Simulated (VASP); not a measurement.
Method: LDA (Ceperley-Alder, Perdew-Zunger), VASP's LDA PAW potentials (set 64) (plane waves; VASP 6.6.1).

VASP input:

### INCAR
```
# general
SYSTEM  = Mo
PREC    = Accurate
ENCUT   = 500   # plane-wave cut-off (eV)
LREAL   = .FALSE.
LASPH   = .TRUE.

# electronic loop
EDIFF   = 1E-6   # SCF stop (eV)
NELM    = 100
ALGO    = Normal
LMAXMIX = 4   # l cut-off of mixed one-centre charges

# smearing
ISMEAR  = 1
SIGMA   = 0.1   # width (eV)

# ions
IBRION  = 2   # conjugate gradients
NSW     = 40   # most ionic steps
ISIF    = 3   # ions, shape and volume
EDIFFG  = -0.02
PSTRESS = 200   # kbar

# output
LWAVE   = .FALSE.
LCHARG  = .FALSE.
```

File POSCAR:
```
Mo
1
   -1.5416723005     1.5416723005     1.5416723005
    1.5416723005    -1.5416723005     1.5416723005
    1.5416723005     1.5416723005    -1.5416723005
Mo
1
Direct
  0.0000000000   0.0000000000   0.0000000000
```

File KPOINTS:
```
K-points
0
Gamma
  17 17 17
```

POTCAR, in this order: Mo_sv (LDA.64 set). Program: vasp_std.

Energy and stress use the plane-wave basis of the starting cell.

**Question.** Estimate the energy per atom (σ→0), volume per atom, band gap (on the k-mesh).

**Answer.** 
- energy per atom (σ→0): -12.080 eV/atom
- band gap (on the k-mesh): none (metal, semimetal or under 0.01 eV)
- volume per atom: 14.25 Å^3/atom

OSZICAR:
```
...
   3 F= -.10300902E+02 E0= -.10300994E+02  d E =-.129330E-01
       N       E                     dE             d eps       ncg     rms          rms(c)
DAV:   1    -0.120801239566E+02    0.15442E-02   -0.42306E-03  3786   0.965E-01    0.176E-01
DAV:   2    -0.120799705571E+02    0.15340E-03   -0.32292E-04  3777   0.244E-01    0.263E-02
DAV:   3    -0.120799592278E+02    0.11329E-04   -0.50474E-05  3885   0.935E-02    0.270E-02
DAV:   4    -0.120799609623E+02   -0.17346E-05   -0.95111E-07  2891   0.114E-02    0.106E-03
DAV:   5    -0.120799609560E+02    0.63715E-08   -0.11012E-07  1833   0.455E-03
   4 F= -.10300920E+02 E0= -.10301006E+02  d E =-.129518E-01
```

The compound is Mo in the bcc structure. This run relaxes it under an external pressure of 20 GPa. Symmetry was kept, so distortions that lower it aren't found.
